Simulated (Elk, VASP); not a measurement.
The input files of a VASP run:

**POSCAR**
```
SrBi3
1
    5.0496940000     0.0000000000     0.0000000000
    0.0000000000     5.0496940000     0.0000000000
    0.0000000000     0.0000000000     5.0496940000
Sr Bi
1 3
Direct
  0.0000000000   0.0000000000   0.0000000000
  0.5000000000   0.5000000000   0.0000000000
  0.0000000000   0.5000000000   0.5000000000
  0.5000000000   0.0000000000   0.5000000000
```

**KPOINTS**
```
kpoints
0
Gamma
  2 2 2
```

**INCAR**
```
# general
SYSTEM =SrBi3
PREC   =Accurate
ENCUT  =300
LREAL  =.FALSE.
LASPH  =.TRUE.   # aspherical one-centre terms

# electronic loop
EDIFF  =1E-6
NELM   =100
ALGO   =Normal   # blocked Davidson
LMAXMIX=4

# smearing
ISMEAR =0   # Gaussian
SIGMA  =0.1   # width (eV)

# functional
GGA    =PS

# ions
ISIF   =2

# output
LWAVE  =.FALSE.
LCHARG =.FALSE.
```

POTCAR, in this order: Sr_sv Bi_d (PBE.64 set). Program: vasp_std.

### Question
Translate it to Elk.

### Answer
One input that does it (PBEsol, all-electron FP-LAPW, Elk's shipped species files, APW+lo basis with extra local orbitals):
```
tasks
  0

xctype
  22

rgkmax
  7.5

gmaxvr
  16.0

nxlo
  2

lorbcnd
  .true.

lmaxi
  2

stype
  0

swidth
  0.00367493

maxscl
  100

scale
  1.889726125

avec
    5.0496940000    0.0000000000    0.0000000000
    0.0000000000    5.0496940000    0.0000000000
    0.0000000000    0.0000000000    5.0496940000

atoms
  2
  'Sr.in'
  1
  0.0000000000  0.0000000000  0.0000000000    0.0 0.0 0.0
  'Bi.in'
  3
  0.5000000000  0.5000000000  0.0000000000    0.0 0.0 0.0
  0.0000000000  0.5000000000  0.5000000000    0.0 0.0 0.0
  0.5000000000  0.0000000000  0.5000000000    0.0 0.0 0.0

ngridk
  2 2 2
```
Both inputs were run and reached self-consistency, which says nothing on mesh or cut-off. Potentials, basis and cut-offs are each code's own, so they don't translate, and total energies aren't comparable.

VASP also gives the stress here, which the Elk input doesn't ask for.

The structure comes from a computed database's SrBi3 entry (Pm-3m); how it stands against other phases isn't given here. The cell was not relaxed at this level, and it may have been scaled.
